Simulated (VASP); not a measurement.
# Al3Si2F (Immm) in VASP: phonons with PBE

Aim: the phonons of Al3Si2F with PBE.

All numbers are computed with VASP 6.6.1; they aren't measurements. Logs are shortened: lines on timing, memory, paths and dates and some standing lists are left out, and cuts for length are marked.

### Step 1. The structure

It takes space group Immm (No. 71, orthorhombic). Conventional cell: a = 3.897 Å, b = 4.037 Å, c = 13.395 Å, α = 90.00°, β = 90.00°, γ = 90.00°. Around Al (site symmetry mm2) lie 4 Si at 2.52 to 2.56 Å and 4 Al at 2.81 Å. Around Al (site symmetry mmm) lie 2 F at 1.95 Å. Around Si (site symmetry mm2) lie 6 Al at 2.52 to 2.68 Å. F (site symmetry mmm) has 2 Al at 1.95 Å as nearest neighbours.

The cell was built by a generator and needn't be a form met in nature.

### Step 2. Phonons, PBE

The input, POSCAR:

```
Al3Si2F
1.0
   -1.9483300000      2.0187000000      6.6975400000
    1.9483300000     -2.0187000000      6.6975400000
    1.9483300000      2.0187000000     -6.6975400000
Al Si F
3 2 1
Direct
    0.2494610000      0.7494610000      0.5000000000
    0.7505390000      0.2505390000      0.5000000000
    0.0000000000      0.5000000000      0.5000000000
    0.6316480000      0.6316480000      0.0000000000
    0.3683520000      0.3683520000      0.0000000000
    0.0000000000      0.0000000000      0.0000000000
```

The input, INCAR.step1:

```
SYSTEM = Al3Si2F
ALGO = Fast
EDIFF = 1E-8
EDIFFG = -0.002
ENCUT = 520
GGA = PE
IBRION = 2
ISIF = 3
ISMEAR = 0
KPAR = 4
LASPH = .True.
LCHARG = .False.
LREAL = .False.
LWAVE = .False.
NELM = 100
NSW = 40
PREC = Accurate
SIGMA = 0.1
```

The input, INCAR.step2:

```
SYSTEM = Al3Si2F
ALGO = Fast
EDIFF = 1E-8
ENCUT = 520
GGA = PE
IBRION = 6
ISIF = 2
ISMEAR = 0
KPAR = 4
LASPH = .True.
LCHARG = .False.
LREAL = .False.
LWAVE = .False.
NELM = 100
NFREE = 2
NSW = 1
POTIM = 0.015
PREC = Accurate
SIGMA = 0.1
```

The input, KPOINTS:

```
k-points
0
Gamma
  10 10 10
  0 0 0
```

Potentials or basis: VASP PAW PBE potentials, release 64 (Al, Si, F).

On the command line:

```bash
cat potpaw_PBE.64/Al/POTCAR potpaw_PBE.64/Si/POTCAR potpaw_PBE.64/F/POTCAR > POTCAR
cp INCAR.step1 INCAR
mpirun -np 4 vasp_std > vasp.out
cp CONTCAR POSCAR
cp INCAR.step2 INCAR
mpirun -np 4 vasp_std > vasp.out
```

OUTCAR:

```text
SYSTEM = Al3Si2F
   EDIFF = 1E-8
   ENCUT = 520
   GGA = PE
   IBRION = 6
   ISIF = 2
   ISMEAR = 0
   LASPH = .True.
   LREAL = .False.
   NELM = 100
   NFREE = 2
   NSW = 1
   POTIM = 0.015
   PREC = Accurate

 ion  position               nearest neighbor table
   1  0.249  0.749  0.500-   5 2.52   5 2.52   4 2.56   4 2.56   2 2.81   2 2.81   2 2.81   2 2.81
                             3 3.34
   2  0.751  0.251  0.500-   4 2.52   4 2.52   5 2.56   5 2.56   1 2.81   1 2.81   1 2.81   1 2.81
                             3 3.34
   3  0.000  0.500  0.500-   6 1.95   6 1.95   4 2.68   4 2.68   5 2.68   5 2.68   2 3.34   1 3.34

   4  0.632  0.632  0.000-   2 2.52   2 2.52   1 2.56   1 2.56   3 2.68   3 2.68
   5  0.368  0.368  0.000-   1 2.52   1 2.52   2 2.56   2 2.56   3 2.68   3 2.68
   6  0.000  0.000  0.000-   3 1.95   3 1.95

  LATTYP: Found a body centered orthorhombic cell.
 ALAT       =     3.8948206371
 B/A-ratio  =     1.0367111561
 C/A-ratio  =     3.4413019174

  Lattice vectors:

 A1 = (  -1.9474103185,   2.0189020027,   6.7016268632)
 A2 = (   1.9474103185,  -2.0189020027,   6.7016268632)
 A3 = (   1.9474103185,   2.0189020027,  -6.7016268632)

Analysis of symmetry for initial positions (statically):
=====================================================================
 Subroutine PRICEL returns:
 Original cell was already a primitive cell.

 Routine SETGRP: Setting up the symmetry group for a
 body centered orthorhombic supercell.

 Subroutine GETGRP returns: Found  8 space group operations
 (whereof  8 operations were pure point group operations)
 out of a pool of  8 trial point group operations.

The static configuration has the point symmetry D_2h.

Analysis of symmetry for dynamics (positions and initial velocities):
=====================================================================
 Subroutine PRICEL returns:
 Original cell was already a primitive cell.

 Routine SETGRP: Setting up the symmetry group for a
 body centered orthorhombic supercell.

 Subroutine GETGRP returns: Found  8 space group operations
 (whereof  8 operations were pure point group operations)
 out of a pool of  8 trial point group operations.

The dynamic configuration has the point symmetry D_2h.

 Subroutine INISYM returns: Found  8 space group operations
 (whereof  8 operations are pure point group operations),
 and found     1 'primitive' translations

----------------------------------------------------------------------------------------

                                     Primitive cell

  volume of cell :     105.3933

  direct lattice vectors                    reciprocal lattice vectors
    -1.947410319  2.018902003  6.701626863     0.000000000  0.247659371  0.074608750
     1.947410319 -2.018902003  6.701626863     0.256751233  0.000000000  0.074608750
     1.947410319  2.018902003 -6.701626863     0.256751233  0.247659371  0.000000000

  length of vectors
     7.264996549  7.264996549  7.264996549     0.258653493  0.267371766  0.356730093

  position of ions in fractional coordinates (direct lattice)
     0.249345407  0.749345407  0.500000000
     0.750654593  0.250654593  0.500000000
     0.000000000  0.500000000  0.500000000
     0.631661537  0.631661537  0.000000000
     0.368338463  0.368338463  0.000000000
     0.000000000  0.000000000  0.000000000

  ion indices of the primitive-cell ions
   primitive index   ion index
                 1           1
                 2           2
                 3           3
                 4           4
                 5           5
                 6           6

[... 97 lines left out ...]
   LHFCALC =     F    Hartree Fock is set to
   AEXX    =    0.0000 exact exchange contribution
   IVDW    =     0    specifies the selected vdW correction
   LEPSILON=     F    determine dielectric tensor
   LRPA    =     F    only Hartree local field effects (RPA)
 finite differences with symmetry
 non-spin polarized calculation
 RMM-DIIS sequential band-by-band and
 Gauss-broadening in eV      SIGMA  =   0.10
  energy-cutoff  :      520.00
  volume of cell :      105.39
 maximum number of plane-waves:      2861
   NGX = 27   NGY = 27   NGZ = 27

--------------------------------------- Ionic step        1  -------------------------------------------

 number of electron      23.9999998 magnetization

 Free energy of the ion-electron system (eV)
  ---------------------------------------------------
  ext. energy  EPLUGINS =         0.00000000
  ---------------------------------------------------
  free energy    TOTEN  =       -26.89244745 eV

  energy without entropy =      -26.88318807  energy(sigma->0) =      -26.88781776

------------------------ aborting loop because EDIFF is reached ----------------------------------------

  FORCE on cell =-STRESS in cart. coord.  units (eV):
  Direction    XX          YY          ZZ          XY          YZ          ZX
  --------------------------------------------------------------------------------------
  -------------------------------------------------------------------------------------
  Total        0.0010439      0.0017733     -0.0006699      0.0000000      0.0000000      0.0000000
  in kB        0.0158689      0.0269578     -0.0101833      0.0000000      0.0000000      0.0000000
  external PRESSURE =       0.0108812 kB  Pullay stress =       0.0000000 kB
[... 101 lines left out ...]
  FREE ENERGIE OF THE ION-ELECTRON SYSTEM (eV)
  ---------------------------------------------------
  free  energy   TOTEN  =       -26.8915052120 eV

  energy  without entropy=      -26.8822404032  energy(sigma->0) =      -26.88687281

[... ionic steps 4 to 22 ...]

--------------------------------------- Ionic step       23  -------------------------------------------

 number of electron      23.9999998 magnetization

------------------------ aborting loop because EDIFF is reached ----------------------------------------
[... 75 lines left out ...]
--------------------------------------- Ionic step       25  -------------------------------------------

 number of electron      24.0000000 magnetization

 Free energy of the ion-electron system (eV)
  ---------------------------------------------------
  ext. energy  EPLUGINS =         0.00000000
  ---------------------------------------------------
  free energy    TOTEN  =       -26.89219741 eV

  energy without entropy =      -26.88293579  energy(sigma->0) =      -26.88756660

 E-fermi :   5.9121     XC(G=0):  -9.5214

 val. band max:        5.9075959196   @ k =   0.5000  -0.3000   0.3000
 cond. band min:       5.9128400772   @ k =  -0.3000  -0.2000   0.1000
 fundamental gap:      0.0052441576
 Fermi energy:         5.9120853062

 k-point     1 :       0.0000    0.0000    0.0000
  band No.  band energies     occupation
      1     -18.9586      2.00000
      2      -5.1089      2.00000
      3      -2.5359      2.00000
      4      -2.0439      2.00000
      5      -0.2613      2.00000
      6      -0.0741      2.00000
[... 433 lines left out ...]
      3      -2.3745      2.00000
      4      -1.9850      2.00000
      5      -0.5170      2.00000
      6      -0.3762      2.00000
[... 8 lines left out ...]
     15       8.1842      0.00000
     16       9.9377      0.00000

 [... further k-points ...]

------------------------ aborting loop because EDIFF is reached ----------------------------------------

  FORCE on cell =-STRESS in cart. coord.  units (eV):
  Direction    XX          YY          ZZ          XY          YZ          ZX
  --------------------------------------------------------------------------------------
  -------------------------------------------------------------------------------------
  Total        0.0008829      0.0021989     -0.0012471      0.0000000      0.0000000      0.0000000
  in kB        0.0134224      0.0334281     -0.0189576      0.0000000      0.0000000      0.0000000
  external PRESSURE =       0.0092976 kB  Pullay stress =       0.0000000 kB
[... 21 lines left out ...]
  FREE ENERGIE OF THE ION-ELECTRON SYSTEM (eV)
  ---------------------------------------------------
  free  energy   TOTEN  =       -26.8921974066 eV

  energy  without entropy=      -26.8829357873  energy(sigma->0) =      -26.88756660

 INTERNAL STRAIN TENSORS FROM DISPLACED ATOMS
 ============================================

 INTERNAL STRAIN TENSOR FOR ION    1 for displacements in x,y,z  (eV/Angst):
          X           Y           Z          XY          YZ          ZX
  --------------------------------------------------------------------------------
  x     0.00000     0.00000     0.00000     0.00000     0.00000     7.48994
  y     0.00000     0.00000     0.00000     0.00000    -6.02256     0.00000
  z     7.84736    -3.59329    -0.56843     0.00000     0.00000     0.00000

 INTERNAL STRAIN TENSOR FOR ION    6 for displacements in x,y,z  (eV/Angst):
          X           Y           Z          XY          YZ          ZX
  --------------------------------------------------------------------------------
  x     0.00000     0.00000     0.00000     0.00000     0.00000     0.00000
  y     0.00000     0.00000     0.00000     0.00000     0.00000     0.00000
  z     0.00000     0.00000     0.00000     0.00000     0.00000     0.00000

 Eigenvectors and eigenvalues of the dynamical matrix
 ----------------------------------------------------

   1 f  =   11.398402 THz    71.618273 2PiTHz  380.209769 cm-1    47.139982 meV
             X         Y         Z           dx          dy          dz
      1.947410  0.000000  3.342040     0.623679    0.000000   -0.000000
      0.000000  2.018902  3.359587    -0.623679   -0.000000    0.000000
      1.947410  0.000000  0.000000    -0.000000   -0.000000   -0.000000
      0.000000  0.000000  8.466320     0.333202   -0.000000   -0.000000
      0.000000  0.000000  4.936934    -0.333202    0.000000    0.000000
      0.000000  0.000000  0.000000     0.000000   -0.000000    0.000000
[... 145 lines left out ...]
  18 f/i=    0.005204 THz     0.032700 2PiTHz    0.173599 cm-1     0.021524 meV
             X         Y         Z           dx          dy          dz
      1.947410  0.000000  3.342040     0.000000   -0.000000    0.415533
      0.000000  2.018902  3.359587     0.000000   -0.000000    0.415533
      1.947410  0.000000  0.000000     0.000000   -0.000000    0.415634
      0.000000  0.000000  8.466320     0.000000   -0.000000    0.424034
      0.000000  0.000000  4.936934     0.000000   -0.000000    0.424034
      0.000000  0.000000  0.000000     0.000000   -0.000000    0.349716

 ELASTIC MODULI CONTR FROM IONIC RELAXATION (kBar)
 Direction    XX          YY          ZZ          XY          YZ          ZX
 --------------------------------------------------------------------------------
 XX        -476.7444    162.6006    -47.0074      0.0000     -0.0000      0.0000
 YY         162.6006    -93.1118    -39.0913      0.0000      0.0000      0.0000
 ZZ         -47.0074    -39.0913    -85.3327      0.0000      0.0000      0.0000
 XY           0.0000      0.0000      0.0000      0.0000      0.0000      0.0000
 YZ          -0.0000      0.0000      0.0000      0.0000   -160.1443     -0.0000
 ZX           0.0000      0.0000      0.0000      0.0000     -0.0000   -245.3561
 --------------------------------------------------------------------------------
```

Run time: 61 min. Hardware: 4 MPI ranks of Intel Xeon 6975P-C (Granite Rapids), shared host; peak memory 0.92 GiB.

Results:

```yaml
Highest_phonon_frequency_at_Γ_LO-TO_splitting_left_out: 380 cm⁻¹
```

Phonon frequencies in cm⁻¹ (negative: imaginary):
```tsv
q point	frequencies
(0.000, 0.000, 0.000)	0 0 0 122 158 165 181 189 209 212 240 276 292 305 325 343 374 380
```
